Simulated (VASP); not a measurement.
An input for Ansatz (written as the equivalent of a VASP run, and not itself run):

Ansatz 0.2 input:
```yaml
crystal:
  lattice:
    - [0.0000000, 2.3375805, 2.3375805]
    - [2.3375805, 0.0000000, 2.3375805]
    - [2.3375805, 2.3375805, 0.0000000]
  atoms:
    - { symbol: Zr, position: [0.0000000, 0.0000000, 0.0000000] }
    - { symbol: C, position: [0.5000000, 0.5000000, 0.5000000] }
kpoints:
  mp_grid: { grid: [13, 13, 13] }
hamiltonian:
  xc: pbe
  dispersion: d3bj
  pseudopotentials: { kind: paw }
scf:
  occupations: { method: methfessel_paxton, width: 0.1 }
  max_iter: 100
output: { forces: true, stress: true, eigenvalues: true }
```

### Question
Write the VASP files for the same calculation (PBE-D3(BJ)).

### Answer
This is not unique; one that fits is 
File KPOINTS:
```
Automatic mesh
0
Gamma
13 13 13
0 0 0
```

POSCAR:
```
ZrC
1.0
  0.0000000000   2.3375805463   2.3375805463
  2.3375805463   0.0000000000   2.3375805463
  2.3375805463   2.3375805463   0.0000000000
Zr C
1 1
Cart
  0.0000000000   0.0000000000   0.0000000000
  2.3375805463   2.3375805463   2.3375805463
```

INCAR:
```
SYSTEM = ZrC
PREC = Accurate; ENCUT = 520; LREAL = .False.
LASPH = .True.
EDIFF = 1E-7; NELM = 100; ALGO = Normal
LMAXMIX = 4
ISMEAR = 1; SIGMA = 0.1
GGA = PE; IVDW = 12
ISIF = 2
LWAVE = .False.; LCHARG = .False.
```

POTCAR, in this order: Zr_sv C (PBE.64 set). Program: vasp_std.

What does not carry over: each code has its own PAW files, so the cut-off isn't converted (ENCUT is set for VASP's; basis.ecutwfc is left out, and Ansatz then takes the one that its files recommend); Ansatz stops its SCF on the density residual and VASP on the energy change (EDIFF).

The compound is ZrC in the rock salt structure. It was relaxed first.
